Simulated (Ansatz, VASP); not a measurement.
**Al3BPN3: VASP beside Ansatz**

Wanted: the spread between two codes on one cell, functional and k mesh. The cell is generated by rule, not measured, and may not be a known phase. The cell is taken from a series of runs on this material, whose earlier steps may have relaxed, scaled, displaced or heated it; both programs get it as it stands.

Method: plane waves, with VASP 6.6.1 beside it; relaxation of cell and atoms at PBEsol, in Ansatz 0.2.0.

**1. The starting structure**

The structure is orthorhombic, space group Pmm2 (No. 25). Conventional cell: a = 3.125 Å, b = 3.125 Å, c = 8.840 Å, α = 90.00°, β = 90.00°, γ = 90.00°. Nearest to Al lie 2 P at 1.91 Å and 2 N at 1.91 Å. Nearest to Al lie 4 N at 1.91 Å. Nearest to B lie 2 P at 1.91 Å and 2 N at 1.91 Å. Nearest to N lie 4 Al at 1.91 Å. Nearest to N lie 4 Al at 1.91 Å. Farther neighbours and most contacts between anions are not listed.

Structure file:

```cif
data_structure
_symmetry_space_group_name_H-M 'Pmm2'
_symmetry_Int_Tables_number 25
_cell_length_a 3.1254
_cell_length_b 3.1254
_cell_length_c 8.8400
_cell_angle_alpha 90.000
_cell_angle_beta 90.000
_cell_angle_gamma 90.000
_cell_volume 86.35
loop_
_atom_site_label
_atom_site_type_symbol
_atom_site_symmetry_multiplicity
_atom_site_Wyckoff_symbol
_atom_site_fract_x
_atom_site_fract_y
_atom_site_fract_z
_atom_site_occupancy
Al1 Al 1 d 0.50000 0.50000 0.25000 1
Al2 Al 1 a 0.00000 0.00000 0.50000 1
Al3 Al 1 d 0.50000 0.50000 0.75000 1
B1 B 1 a 0.00000 0.00000 0.00000 1
N1 N 1 b 0.00000 0.50000 0.37500 1
N2 N 1 c 0.50000 0.00000 0.62500 1
N3 N 1 b 0.00000 0.50000 0.87500 1
P1 P 1 c 0.50000 0.00000 0.12500 1
```

**2. Ansatz: relaxation of cell and atoms, PBEsol, pair 1**

Ansatz runs on its default PAW (the set named soft_2) files.

The relaxed volume is the usual yardstick between codes: in a stiff, nearly cubic crystal its relative difference is about their pressure difference at one cell divided by the bulk modulus.

Contents of input.yaml:

```yaml
crystal:
  lattice:
    - [2.21, 2.21, 0.0]
    - [-2.21, 2.21, 0.0]
    - [0.0, 0.0, 8.84]
  atoms:
    - { symbol: Al, position: [0.5, 0.5, 0.25] }
    - { symbol: Al, position: [0.0, 0.0, 0.5] }
    - { symbol: Al, position: [0.5, 0.5, 0.75] }
    - { symbol: B, position: [0.0, 0.0, 0.0] }
    - { symbol: "N", position: [0.0, 0.5, 0.375] }
    - { symbol: "N", position: [0.5, 1.0, 0.625] }
    - { symbol: "N", position: [0.0, 0.5, 0.875] }
    - { symbol: P, position: [0.5, 1.0, 0.125] }
kpoints:
  mp_grid: { grid: [6, 6, 2] }
hamiltonian:
  xc: pbesol
scf:
  occupations: { method: gaussian, width: 0.1 }
output:
  forces: true
  stress: true
  eigenvalues: true
relax:
  adjacent_minimum: "off"
  f_tol: 0.05
  max_steps: 80
  cell: { stress_tol: 0.5 }
```

On the command line:

```bash
> ansatz run input.yaml --threads 8 --pin off --max-ram 14336MiB --backend cpu --events-out ev --progress --plain --runs-dir out
```

Numbers of over 12 decimals in the logs are rounded to 6 here.

Log:

```text
The last accepted step is kept in <dir> (removed where the run ends without a failure and the disk answers)
Engine: ansatz 0.2.0, aarch64-unknown-linux-gnu
Pseudopotentials: kind: paw
Pseudopotential: Al, paw, valence charge 3, recommended cutoff 420 eV (normal), Al.paw.azcp
Pseudopotential: B, paw, valence charge 3, recommended cutoff 420 eV (normal), B.paw.azcp
Pseudopotential: N, paw, valence charge 5, recommended cutoff 420 eV (normal), N.paw.azcp
Pseudopotential: P, paw, valence charge 5, recommended cutoff 420 eV (normal), P.paw.azcp
Functional definition: PBEsol
  exchange = pbesol_x
  correlation = pbesol_c
Crystal: 8 atoms, lattice volume = 86.351 Å³
Basis set: ecut = 420 eV, 1717 PW (Γ), exchange–correlation on 48×48×120 points (8 copies of the dense FFT grid, shifted against one another)
Bands: 24, of which v1, the nominal top of the filled ones, is band 16 counted from 1 (15 counted from 0)
Symmetry: 4 space group operations
Space group: Pmm2 (ITA 25), of the structure as read, at distance tolerance 4.4e-5 Å
k-points: 32 of 72
Non-local potential: Al, projectors of the file, l = 0: 2, l = 1: 2, l = 2: 1
Non-local potential: B, projectors of the file, l = 0: 2, l = 1: 2, l = 2: 1
Non-local potential: N, projectors of the file, l = 0: 2, l = 1: 2, l = 2: 1
Non-local potential: P, projectors of the file, l = 0: 2, l = 1: 2, l = 2: 2
PAW form: soft (Blöchl's): semilocal exchange-correlation on the pseudo side does not see the compensation charge
PAW frozen core: Al, regenerated for the run's functional, and the local potential with it (the file was generated under x = pbe(κ = 0.804, μ = 0.219515), c = pbe(β = 0.066725))
PAW frozen core: B, regenerated for the run's functional, and the local potential with it (the file was generated under x = pbe(κ = 0.804, μ = 0.219515), c = pbe(β = 0.066725))
PAW frozen core: N, regenerated for the run's functional, and the local potential with it (the file was generated under x = pbe(κ = 0.804, μ = 0.219515), c = pbe(β = 0.066725))
PAW frozen core: P, regenerated for the run's functional, and the local potential with it (the file was generated under x = pbe(κ = 0.804, μ = 0.219515), c = pbe(β = 0.066725))
PAW one-centre angular grid: Al, 110 points (default); XC on 64 Gauss nodes
PAW one-centre angular grid: B, 110 points (default); XC on 64 Gauss nodes
PAW one-centre angular grid: N, 110 points (default); XC on 64 Gauss nodes
PAW one-centre angular grid: P, 110 points (default); XC on 64 Gauss nodes
Initial density: superposition of atomic densities (neutral atoms: chi_scale 0, normalization atom), corrected by the library's trained network
Initial wavefunctions: pseudopotential atomic-orbital guess
Functional: x = pbesol(κ = 0.804, μ = 0.123457), c = pbesol(β = 0.046)
SCF iter   1: F=—  HF=-3605.787502 eV  |F-HF|=—  |Δ(HF+E_count)|=         —  Δρ=8.98e-3  dr2=8.53e-2  ethr=1.77e-3  ⟨swp⟩=8.2  Hψ=4967  notcnv=0  defer=1
preconditioner: auto → Resta (q_TF=auto, 2.312 Å⁻¹)  ε∞=4.7  [insulator: Δε(μ)=1.168 eV  Ē_g=11.710 eV  σ=0.100 eV  W_gap=1.00  n_scr=18 (ndim 8)  ℏωp=22.6 eV  f_vac=0.000  D(μ)=0.00/eV (n_scr^D=0)  ε∞_Penn≈4.7]
SCF iter   2: F=—  HF=-3605.768710 eV  |F-HF|=—  |Δ(HF+E_count)|=   1.88e-2  Δρ=3.16e-3  dr2=1.70e-2  ethr=2.67e-4  ⟨swp⟩=1.9  Hψ=1302  notcnv=0  defer=6
SCF iter   3: F=—  HF=-3605.765213 eV  |F-HF|=—  |Δ(HF+E_count)|=   3.50e-3  Δρ=7.26e-4  dr2=1.05e-3  ethr=5.32e-5  ⟨swp⟩=2.7  Hψ=1119  notcnv=0  defer=6
SCF iter   4: F=—  HF=-3605.765025 eV  |F-HF|=—  |Δ(HF+E_count)|=   1.88e-4  Δρ=2.29e-4  dr2=8.50e-5  ethr=3.28e-6  ⟨swp⟩=2.3  Hψ=913  notcnv=0  defer=6
SCF iter   5: F=—  HF=-3605.764974 eV  |F-HF|=—  |Δ(HF+E_count)|=   5.16e-5  Δρ=5.82e-5  dr2=3.46e-6  ethr=2.66e-7  ⟨swp⟩=2.7  Hψ=1137  notcnv=0  defer=15
SCF iter   6: F=—  HF=-3605.764973 eV  |F-HF|=—  |Δ(HF+E_count)|=   2.23e-7  Δρ=1.47e-5  dr2=1.78e-7  ethr=1.08e-8  ⟨swp⟩=2.6  Hψ=1188  notcnv=0  defer=18
SCF iter   7: F=-3605.764973 eV  HF=-3605.764973 eV  |F-HF|=8.34e-10  |Δ(HF+E_count)|=   2.26e-8  Δρ=2.66e-6  dr2=5.82e-9  ethr=3.13e-10  ⟨swp⟩=10.6  Hψ=3817  notcnv=0
SCF 1 converged in 7 iterations: F = -3605.764973 eV  dr2 = 5.82e-9
  greatest PAW one-centre occupation: 0.806 electrons in one spin orbital (limit 2), on the P atom at site 7 (counted from 0), in its partial waves of l = 0
relax step   1: F+E_penalty+E_count = -3605.76497344 eV  Δ(F+E_penalty+E_count) = +0.000e0 eV  max|allowed force component| = 1.079e1 eV/Å  Δτ_max = 0.0000 Å  P = +15.329 GPa  Ω = 86.351 Å³  (7 SCF iters, dr2 threshold 1.00e-7 eV, accepted)
[...]
relax step   7: F+E_penalty+E_count = -3608.96749753 eV  Δ(F+E_penalty+E_count) = -3.874e-3 eV  max|allowed force component| = 9.119e-2 eV/Å  Δτ_max = 0.0247 Å  P = -0.099 GPa  Ω = 86.965 Å³  energy of the carried Pulay correction = -1.548e-3 eV  (7 SCF iters, dr2 threshold 8.00e-7 eV, accepted)
[...]
relax step   8: F+E_penalty+E_count = -3608.96922155 eV  Δ(F+E_penalty+E_count) = -1.724e-3 eV  max|allowed force component| = 4.712e-2 eV/Å  Δτ_max = 0.0055 Å  P = -0.034 GPa  Ω = 86.877 Å³  energy of the carried Pulay correction = -1.326e-3 eV  (6 SCF iters, dr2 threshold 8.00e-7 eV, accepted)
[...]
relax step   9: F+E_penalty+E_count = -3608.97646936 eV  Δ(F+E_penalty+E_count) = -7.248e-3 eV  max|allowed force component| = 4.657e-2 eV/Å  Δτ_max = 0.0000 Å  P = +0.085 GPa  Ω = 86.877 Å³  stress off target by 3.99e-1 GPa  SCF on the basis re-selected at this cell (its energy is not comparable with the rows above)  (6 SCF iters)
basis re-selected at this cell: Δ(F+E_penalty+E_count) = -7.248e-3 eV, ΔP = +0.118 GPa vs the last step (what re-selecting the basis moved, of the pressure what is left beyond the Pulay correction that the steps carried, after the strain that the cell walked since its last selection, with what the two solves' SCF thresholds leave and, on support functions, any second-order correction that the steps lacked; it is no measure of the basis error at this ecutwfc). The dense FFT grid was sized anew with the basis: this SCF ran on 24×20×64 points, the steps before it on 24×24×60, so part of this shift can come from that change (see relax.cell in the input reference). [rest of the remark cut]
SCF converged after 6 iterations
Free energy (F): -3608.976469 eV
Harris-Foulkes:  -3608.976469 eV  (|F-HF|=0.00e0)
Internal energy: -3608.972658 eV  (E = F + TS)
E sigma→0 (E₀):  -3608.974564 eV
Entropy (-TS):   -0.003811 eV (-0.476 meV/atom)
Fermi energy:    10.489473 eV
--- Per-component energies (eV) ---
  E_band       = 62.595247
  E_kinetic    = 593.193092
  E_local      = -804.209134  (includes V_loc(G=0)·N_el)
  E_nonlocal   = 212.774480
  E_hartree    = 280.643699
  E_xc         = -394.657089
  E_vxc        = -420.668264  (∫ρ·V_xc dr)
  E_paw        = -2362.477040  (= ΣΔE_a)
  E_vpaw       = -79.782595  (= ΣTr[D̂ρ^β])
  E_aug_tail   = 0.000277  (compensation charges beyond the density's cutoff)
  E_ewald      = -1134.443465
  E_core_change = 0.202521  (= ΣΔE_core)
  E_smearing   = -0.003811  (= −TS)
  E_closure    = 0.000000  (closes the sum)
  Σ components = -3608.976469   (vs F -3608.976469, Δ=0.00e0)
--- Forces (eV/Å), atoms counted from 1 ---
  atom   1  Al    -0.00000000    -0.00000000     0.04657210
  atom   2  Al     0.00000000     0.00000000    -0.02178847
  atom   3  Al     0.00000000     0.00000000    -0.00494106
  atom   4  B      0.00000000     0.00000000    -0.02889314
  atom   5  N      0.00000000     0.00000000    -0.00971977
  atom   6  N     -0.00000000    -0.00000000     0.01053303
  atom   7  N     -0.00000000    -0.00000000     0.03667672
  atom   8  P      0.00000000     0.00000000    -0.02843957
  max |Σ_I F_I| component: 1.57e-7 eV/Å
--- Stress (GPa, compression-positive) ---
       -0.060164       0.338699      -0.000000
        0.338699      -0.060164      -0.000000
       -0.000000      -0.000000       0.374508
  P = ⅓ Tr σ = 0.0847 GPa (0.847 kbar)
--- Band table (eV; the first three rows and the last of 32) ---
  k-point 0: bands = [... 12 lower, 6.5878, 7.3265, 8.2789, 9.3553, 10.5859, 10.9216, 11.4024, 12.9007, ... 4 higher]
  k-point 1: bands = [... 12 lower, 6.3753, 6.6070, 8.2437, 10.0326, 10.2747, 10.5725, 11.7932, 12.5567, ... 4 higher]
  k-point 2: bands = [... 12 lower, 5.9656, 6.8794, 8.2361, 8.2678, 10.3676, 11.7729, 12.2511, 14.0926, ... 4 higher]
  k-point 31: bands = [... 12 lower, 4.3915, 4.4569, 4.8006, 5.1426, 10.2414, 11.0275, 11.5720, 12.4556, ... 4 higher]
--- Relaxed structure (8 steps of the walk, 8 accepted, 1 SCFs on fresh bases) ---
  F+E_penalty+E_count = -3608.97646936 eV   max|allowed force component| = 4.657e-2 eV/Å   (the final SCF, on the basis selected at the relaxed cell)
  cell:  # Å, volume = 86.8768 Å³
    - [2.243976, 2.243976, 0]
    - [-2.111594, 2.111594, 0]
    - [0, 0, 9.167379]
  atoms:
    - { symbol: Al, position: [0.5, 0.500000, 0.282829] }
    - { symbol: Al, position: [0, 0, 0.516740] }
    - { symbol: Al, position: [0.5, 0.500000, 0.756110] }
    - { symbol: B, position: [0, 0, -0.037968] }
    - { symbol: N, position: [0, 0.5, 0.391773] }
    - { symbol: N, position: [0.500000, 1.0, 0.632191] }
    - { symbol: N, position: [0, 0.5, 0.871370] }
    - { symbol: P, position: [0.500000, 1.0, 0.086956] }
```

[end of part 1 of 3]

[Lines on the potential files, build, host, timing and source positions are cut from VASP's logs without a mark.]

[Logs are printed without paths, hosts, clocks, repeated set-up lines and the standing remarks that a program may print on its own settings, such as how far it seeks lower states.]

[Hosts, paths, dates, database ids (printed as entryN), source tags and the programs' standing remarks are cut or masked in the printed files.]
